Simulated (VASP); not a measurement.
Level of theory: PBE GGA, VASP's PBE PAW potentials (set 64) (plane waves; VASP).

Input for VASP

### KPOINTS
```
Automatic mesh
0
G
 10 10 3
0 0 0
```

### POSCAR
```
BN
1
    1.2564379812    -2.1762148128     0.0000000000
    1.2564379812     2.1762148128     0.0000000000
    0.0000000000     0.0000000000     7.6483295389
B N
2 2
Direct
  0.3333330000   0.6666670000   0.2500000000
  0.6666670000   0.3333330000   0.7500000000
  0.6666670000   0.3333330000   0.2500000000
  0.3333330000   0.6666670000   0.7500000000
```

### INCAR
```
ALGO=Normal
EDIFF=1E-7
EDIFFG=-0.01
ENCUT=520
GGA=PE
IBRION=2
ISIF=4
ISMEAR=0
LASPH=.True.
LCHARG=.False.
LREAL=.False.
LWAVE=.False.
NELM=100
NSW=30
PREC=Accurate
SIGMA=0.05
SYSTEM=BN
```

POTCAR, in this order: B N (PBE.64 set). Program: vasp_std.

The resulting files:

OSZICAR:
```
       N       E                     dE             d eps       ncg     rms          rms(c)
DAV:   1     0.620089336463E+02    0.62009E+02   -0.81442E+03   680   0.121E+03
DAV:   2    -0.340080731843E+02   -0.96017E+02   -0.86966E+02  1012   0.257E+02
DAV:   3    -0.387934578308E+02   -0.47854E+01   -0.47567E+01   868   0.594E+01
DAV:   4    -0.388500716661E+02   -0.56614E-01   -0.56591E-01   828   0.717E+00
DAV:   5    -0.388510225059E+02   -0.95084E-03   -0.95041E-03   856   0.919E-01    0.112E+01
DAV:   6    -0.356007662100E+02    0.32503E+01   -0.82313E+00   788   0.234E+01    0.505E+00
DAV:   7    -0.352973360576E+02    0.30343E+00   -0.49240E-01   844   0.608E+00    0.313E+00
DAV:   8    -0.352035597264E+02    0.93776E-01   -0.34524E-01   836   0.441E+00    0.442E-01
DAV:   9    -0.352007213190E+02    0.28384E-02   -0.14281E-02   824   0.106E+00    0.188E-01
DAV:  10    -0.352022555501E+02   -0.15342E-02   -0.16355E-03   796   0.358E-01    0.432E-02
DAV:  11    -0.352024400526E+02   -0.18450E-03   -0.23340E-04   836   0.141E-01    0.283E-02
DAV:  12    -0.352024410571E+02   -0.10044E-05   -0.54852E-05   796   0.640E-02    0.497E-03
DAV:  13    -0.352024414196E+02   -0.36255E-06   -0.26362E-06   836   0.145E-02    0.128E-03
DAV:  14    -0.352024415896E+02   -0.16999E-06   -0.21927E-07   776   0.424E-03    0.550E-04
DAV:  15    -0.352024415878E+02    0.18154E-08   -0.70672E-09   592   0.812E-04
   1 F= -.35202442E+02 E0= -.35202442E+02  d E =-.352024E+02
       N       E                     dE             d eps       ncg     rms          rms(c)
DAV:   1    -0.352026173490E+02   -0.17576E-03   -0.60421E-03   728   0.696E-01    0.489E-02
DAV:   2    -0.352025285597E+02    0.88789E-04   -0.97098E-05   828   0.863E-02    0.276E-02
DAV:   3    -0.352024883781E+02    0.40182E-04   -0.81210E-05   840   0.672E-02    0.688E-03
DAV:   4    -0.352024879341E+02    0.44402E-06   -0.47559E-06   816   0.205E-02    0.241E-03
DAV:   5    -0.352024879028E+02    0.31231E-07   -0.21998E-06   844   0.123E-02    0.256E-03
DAV:   6    -0.352024878136E+02    0.89207E-07   -0.47484E-07   840   0.630E-03
   2 F= -.35202488E+02 E0= -.35202488E+02  d E =-.462258E-04
```

File OUTCAR:
```
------------------------ aborting loop because EDIFF is reached ----------------------------------------
  FORCE on cell =-STRESS in cart. coord.  units (eV):
  Direction    XX          YY          ZZ          XY          YZ          ZX
  --------------------------------------------------------------------------------------
  Total        0.0720663      0.0720663      0.0738564     -0.0000000     -0.0000000      0.0000000
  in kB        2.7605999      2.7606009      2.8291705     -0.0000000     -0.0000000      0.0000000
  external PRESSURE =       2.7834571 kB  Pullay stress =       0.0000000 kB
  volume of cell :       41.83
      direct lattice vectors                 reciprocal lattice vectors
     1.255909080 -2.175298728  0.000000000     0.398117991 -0.229853488  0.000000000
     1.255909080  2.175298728 -0.000000000     0.398117991  0.229853488  0.000000000
    -0.000000000  0.000000000  7.654772785    -0.000000000  0.000000000  0.130637450
  FREE ENERGIE OF THE ION-ELECTRON SYSTEM (eV)
  ---------------------------------------------------
  free  energy   TOTEN  =       -35.2024878136 eV

  energy  without entropy=      -35.2024878136  energy(sigma->0) =      -35.20248781

 reached required accuracy - stopping structural energy minimisation
```
(Selected blocks of OUTCAR.)

**CONTCAR**
```
BN
   1.00000000000000
     1.2559090796859760   -2.1752987280630784    0.0000000000000000
     1.2559090796859760    2.1752987280630784   -0.0000000000000000
    -0.0000000000000000    0.0000000000000000    7.6547727847236580
  B               N
     2     2
Direct
     0.3333330000000032    0.6666669999999968    0.2500000000000000
     0.6666669999999968    0.3333330000000032    0.7500000000000000
     0.6666669999999968    0.3333330000000032    0.2500000000000000
     0.3333330000000032    0.6666669999999968    0.7500000000000000
```

Without a dispersion term in the relaxation, distances and binding between the weakly bound layers, chains or molecules are unreliable, and so is what depends on them.

The compound is BN in the hex structure. This run relaxes it. Symmetry was kept, so distortions that lower it aren't found.
